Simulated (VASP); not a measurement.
An input for Ansatz (written as the equivalent of a VASP run, and not itself run):

Ansatz 0.2 input:
```yaml
crystal:
  lattice:
    - [3.5995725, 0.0000000, 0.0000000]
    - [0.0000000, 3.5995725, 0.0000000]
    - [0.0000000, 0.0000000, 3.5995725]
  atoms:
    - { symbol: Ca, position: [0.0000000, 0.0000000, 0.0000000] }
    - { symbol: Se, position: [0.5000000, 0.5000000, 0.5000000] }
kpoints:
  mp_grid: { grid: [7, 7, 7] }
hamiltonian:
  xc: pbesol
  pseudopotentials: { kind: paw }
scf:
  occupations: { method: gaussian, width: 0.05 }
  max_iter: 100
relax:
  max_steps: 40
  f_tol: 0.02
  cell: {}
output: { forces: true, stress: true, eigenvalues: true }
```

**Question.** Write the VASP files for the same calculation (PBEsol).

**Answer.** Several could match; the one computed here: 
### KPOINTS
```
kpoints
0
gamma
 7 7 7
```

**POSCAR**
```
CaSe
1
    3.5995725320     0.0000000000     0.0000000000
    0.0000000000     3.5995725320     0.0000000000
    0.0000000000     0.0000000000     3.5995725320
Ca Se
1 1
Direct
  0.0000000000   0.0000000000   0.0000000000
  0.5000000000   0.5000000000   0.5000000000
```

**INCAR**
```
# general
SYSTEM  = CaSe
PREC    = Accurate
ENCUT   = 500
LREAL   = .FALSE.   # projection in real space or not
LASPH   = .TRUE.

# electronic loop
EDIFF   = 1E-6
NELM    = 100   # most electronic steps
ALGO    = Normal   # blocked Davidson
LMAXMIX = 4   # l cut-off of mixed one-centre charges

# smearing
ISMEAR  = 0
SIGMA   = 0.05   # width (eV)

# functional
GGA     = PS

# ions
IBRION  = 2   # conjugate gradients
NSW     = 40   # most ionic steps
ISIF    = 3   # ions, shape and volume
EDIFFG  = -0.02   # ionic stop

# output
LWAVE   = .FALSE.
LCHARG  = .FALSE.
```

POTCAR, in this order: Ca_sv Se (PBE.64 set). Program: vasp_std.

The two are equivalent in intent, not identical: each code has its own PAW files, so the cut-off isn't converted (ENCUT is set for VASP's; basis.ecutwfc is left out, and Ansatz then takes the one that its files recommend); Ansatz stops its SCF on the density residual and VASP on the energy change (EDIFF).

The structure was generated: CaSe was put into the CsCl type type (Pm-3m), which need not be its known phase. It was relaxed first, which changed the volume by -18 %.
